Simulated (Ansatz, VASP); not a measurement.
# Two plane-wave programs on Hf2NbN2

The input INCAR:

```
SYSTEM = Hf2NbN2
ALGO = Normal
EDIFF = 1E-6
ENCUT = 520
GGA = PE
ISIF = 2
ISMEAR = 0
LASPH = .True.
LCHARG = .False.
LREAL = .False.
LWAVE = .False.
NBANDS = 30
NELM = 80
PREC = Accurate
SIGMA = 0.1
```

The input KPOINTS:

```
k-points
0
Gamma
  6 6 4
  0 0 0
```

The input POSCAR:

```
Hf2NbN2
1.0
    3.7181793000      0.0000000000      0.0000000000
    0.0000000000      3.7181793000      0.0000000000
    0.0000000000      0.0000000000      6.3170105300
Hf Nb N
2 1 2
Direct
    0.5000000000      0.0000000000      0.0000000000
    0.0000000000      0.5000000000      0.0000000000
    0.5000000000      0.5000000000      0.5000000000
    0.5000000000      0.5000000000      0.8680656000
    0.5000000000      0.5000000000      0.1319344000
```

Input for Ansatz:

```yaml
crystal:
  lattice:
    - [3.7181793, 0.0, 0.0]
    - [0.0, 3.7181793, 0.0]
    - [0.0, 0.0, 6.31701053]
  atoms:
    - { symbol: Hf, position: [0.5, 0.0, 0.0] }
    - { symbol: Hf, position: [0.0, 0.5, 0.0] }
    - { symbol: Nb, position: [0.5, 0.5, 0.5] }
    - { symbol: "N", position: [0.5, 0.5, 0.8680656] }
    - { symbol: "N", position: [0.5, 0.5, 0.1319344] }
basis:
  ecutwfc: 420
kpoints:
  mp_grid: { grid: [6, 6, 4] }
hamiltonian:
  xc: pbe
scf:
  occupations: { method: gaussian, width: 0.1 }
  lower_state_search: "off"
output:
  forces: true
  stress: true
  eigenvalues: true
```

Alike in both runs: task single point; functional PBE; k mesh 6 × 6 × 4; occupations gaussian, width 0.1 eV; no spin polarisation.

```csv
,VASP,Ansatz
version,VASP 6.6.1,Ansatz 0.2.0
potentials or method,"VASP PAW PBE potentials, release 64 (Hf_pv, Nb_sv, N)","scalar-relativistic, plane waves, PAW"
plane-wave cutoff (eV),520,420
valence electrons in the cell,43,75
```

```csv
,VASP,Ansatz,Ansatz less VASP
gap on the k mesh at the Fermi level (eV),none,none,-
rms of the force components (eV/Å),3.446,3.442,-0.0043
```

Atom by atom the forces differ by 0.004 eV/Å (rms over components). A gap of «none» marks a metal or a gap that the smearing closes. The two sets of potentials don't hold the same shells in valence.

Caveats: forces of over 1 eV/Å show positions far from the minimum, so gaps and moduli don't describe the material at rest. Spin-orbit coupling is left out, which matters for the levels of Hf.
